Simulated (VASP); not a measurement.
Consider the following.

```xyz
2
Lattice="0.0000 2.9617 2.9617 2.9617 0.0000 2.9617 2.9617 2.9617 0.0000" Properties=species:S:1:pos:R:3 pbc="T T T"
Ga     0.0000     0.0000     0.0000
As     1.4809     1.4809     1.4809
```

Calculation: vdW-DF2, VASP's PBE PAW potentials (set 64) (plane waves; VASP). Settings: 520 eV cut-off, Gaussian smearing of 0.050 eV, potentials Ga_d As.

Question: Give the energies of bands 7 to 12 at the high-symmetry points, in eV from the Fermi level.

Answer: 
| band | Γ | X | U | L | W |
|---|---|---|---|---|---|
| 7 | -0.82 | -6.33 | -6.19 | -6.02 | -6.20 |
| 8 | 0.00 | -2.20 | -3.15 | -0.94 | -2.89 |
| 9 | 0.00 | -2.20 | -1.85 | -0.94 | -2.71 |
| 10 | 0.00 | 1.64 | 1.97 | 0.48 | 3.82 |
| 11 | 3.67 | 1.72 | 4.25 | 4.59 | 4.67 |
| 12 | 3.67 | 8.94 | 7.13 | 4.59 | 4.89 |

It has no gap at this level: it comes out as a metal or semimetal.

Measured: gap 1.57 eV (computed value off by -1.57 eV), as given by Wei Chen et al., Physical Review Materials (2018), doi:10.1103/physrevmaterials.2.073803 [zero-point renormalisation of 0.05 eV added back (the table's ZPR column)].

The compound is GaAs in the zinc blende structure. It was relaxed first, which changed the volume by +15 %.
